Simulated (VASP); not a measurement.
Consider the following.

```
CELL_PARAMETERS angstrom
      2.06483    -3.57638     0.00000
      2.06483     3.57638     0.00000
      0.00000     0.00000     6.89372
ATOMIC_POSITIONS crystal
  Mg 0.00000 0.00000 0.00000
  I  0.33333 0.66667 0.24177
  I  0.66667 0.33333 0.75823
```

All values below come from rev-vdW-DF2, VASP's PBE PAW potentials (set 64) (plane waves; VASP). Run with 520 eV cut-off, 6×6×3 Γ-centred mesh, Gaussian smearing of 0.050 eV, potentials Mg I.

Task: The ions, cell shape and volume are relaxed. Predict the relaxed structure.

Result: 
```
CELL_PARAMETERS angstrom
      2.08200    -3.60613     0.00000
      2.08200     3.60613     0.00000
      0.00000     0.00000     6.86167
ATOMIC_POSITIONS crystal
  Mg 0.00000 0.00000 0.00000
  I  0.33333 0.66667 0.24382
  I  0.66667 0.33333 0.75618
```
Space group P-3m1 (164), at a tolerance of 0.03 Å.

Task: How do energy and volume change from the first to the last step?

Result: The energy (σ→0) changes by -1.4 meV/atom and the volume by +1.2 %, in 9 ionic steps.

The compound is MgI2 in the 1T layered structure. This run relaxes it. Symmetry was kept, so distortions that lower it aren't found.
